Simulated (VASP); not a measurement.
Output of a VASP run:

**OSZICAR**
```
       N       E                     dE             d eps       ncg     rms          rms(c)
DAV:   1     0.120507521453E+03    0.12051E+03   -0.96239E+03  1736   0.149E+03
DAV:   2    -0.162489087348E+02   -0.13676E+03   -0.12935E+03  1960   0.346E+02
DAV:   3    -0.226455559484E+02   -0.63966E+01   -0.62726E+01  2588   0.678E+01
DAV:   4    -0.229330913353E+02   -0.28754E+00   -0.28733E+00  2276   0.127E+01
DAV:   5    -0.229385582892E+02   -0.54670E-02   -0.54666E-02  2456   0.171E+00    0.177E+01
DAV:   6    -0.195492990308E+02    0.33893E+01   -0.18646E+01  1968   0.282E+01    0.653E+00
DAV:   7    -0.193484687207E+02    0.20083E+00   -0.10611E+00  2032   0.786E+00    0.472E+00
DAV:   8    -0.193316572058E+02    0.16812E-01   -0.17929E-01  1864   0.395E+00    0.117E+00
DAV:   9    -0.193282636737E+02    0.33935E-02   -0.31390E-02  2248   0.124E+00    0.434E-01
DAV:  10    -0.193286358287E+02   -0.37215E-03   -0.20800E-03  2008   0.583E-01    0.296E-01
DAV:  11    -0.193284384939E+02    0.19733E-03   -0.79877E-04  1960   0.228E-01    0.184E-02
DAV:  12    -0.193284384070E+02    0.86905E-07   -0.14219E-05  2508   0.379E-02    0.105E-02
DAV:  13    -0.193284379239E+02    0.48313E-06   -0.92927E-07  2068   0.775E-03    0.113E-03
DAV:  14    -0.193284379463E+02   -0.22396E-07   -0.25435E-08  1144   0.180E-03
   1 F= -.19328438E+02 E0= -.19328424E+02  d E =-.412583E-04
```

OUTCAR:
```
------------------------ aborting loop because EDIFF is reached ----------------------------------------
  FORCE on cell =-STRESS in cart. coord.  units (eV):
  Direction    XX          YY          ZZ          XY          YZ          ZX
  --------------------------------------------------------------------------------------
  Total       -2.9412155     -2.9412155     -2.9412155     -0.0000000     -0.0000000      0.0000000
  in kB     -164.9898947   -164.9898947   -164.9898947     -0.0000000     -0.0000000      0.0000000
  external PRESSURE =    -164.9898947 kB  Pullay stress =       0.0000000 kB
  volume of cell :       28.56
      direct lattice vectors                 reciprocal lattice vectors
     0.000000000  2.426144679  2.426144679    -0.206088287  0.206088287  0.206088287
     2.426144679  0.000000000  2.426144679     0.206088287 -0.206088287  0.206088287
     2.426144679  2.426144679  0.000000000     0.206088287  0.206088287 -0.206088287
 POSITION                                       TOTAL-FORCE (eV/Angst)
 -----------------------------------------------------------------------------------
      0.00000      0.00000      0.00000        -0.000000      0.000000     -0.000000
      2.42614      2.42614      2.42614         0.000000     -0.000000      0.000000
 -----------------------------------------------------------------------------------
    total drift:                                0.000000      0.000000      0.000000
  FREE ENERGIE OF THE ION-ELECTRON SYSTEM (eV)
  ---------------------------------------------------
  free  energy   TOTEN  =       -19.3284379463 eV

  energy  without entropy=      -19.3283966879  energy(sigma->0) =      -19.32842419
```
(Selected blocks of OUTCAR.)

### POSCAR
```
ZrC
1
    0.0000000000     2.4261446791     2.4261446791
    2.4261446791     0.0000000000     2.4261446791
    2.4261446791     2.4261446791     0.0000000000
Zr C
1 1
Direct
  0.0000000000   0.0000000000   0.0000000000
  0.5000000000   0.5000000000   0.5000000000
```

Write an INCAR and KPOINTS that could have produced this output.

This is not unique; one that fits is the input of the run itself, PBE GGA, plane waves, VASP's PBE PAW potentials (set 64).

### KPOINTS
```
Automatic mesh
0
Gamma
12 12 12
0 0 0
```

**INCAR**
```
SYSTEM = ZrC
PREC = Accurate
ENCUT = 600
EDIFF = 1E-7
NELM = 100
ALGO = Normal
LREAL = .FALSE.
LASPH = .TRUE.
ISMEAR = 1
SIGMA = 0.1
GGA = PE
LMAXMIX = 4
LWAVE = .FALSE.
LCHARG = .FALSE.
ISIF = 2
```

POTCAR, in this order: Zr_sv C (PBE.64 set). Program: vasp_std.

The compound is ZrC in the rock salt structure. This cell was strained or had an atom moved on purpose.
